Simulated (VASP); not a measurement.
Energy against volume of BaZrO3 (cubic perovskite). All values below come from PBE GGA with D4 dispersion, VASP's PBE PAW potentials (set 64) (plane waves; VASP 6.6.1). Run with 520 eV cut-off, 5×5×5 Γ-centred mesh, Gaussian smearing of 0.050 eV, potentials Ba_sv Zr_sv O.

| V (Å³/atom) | E (eV/atom) |
|---|---|
| 14.543 | -8.53257 |
| 14.993 | -8.53972 |
| 15.443 | -8.53395 |
| 15.893 | -8.51713 |

### Question
Fit these four points and predict the energy of the run at 14.094 Å³/atom.

### Answer
A cubic in V^(−2/3), the third-order Birch-Murnaghan form, passes through the four points with V0 = 15.01 Å³/atom and B0 = 152 GPa, and gives -8.5103 eV/atom there. The run gave -8.5101 eV/atom, +0.2 meV/atom from the fit; all five points give B0 = 153 GPa.

The compound is BaZrO3 in the cubic perovskite structure. It was relaxed first.
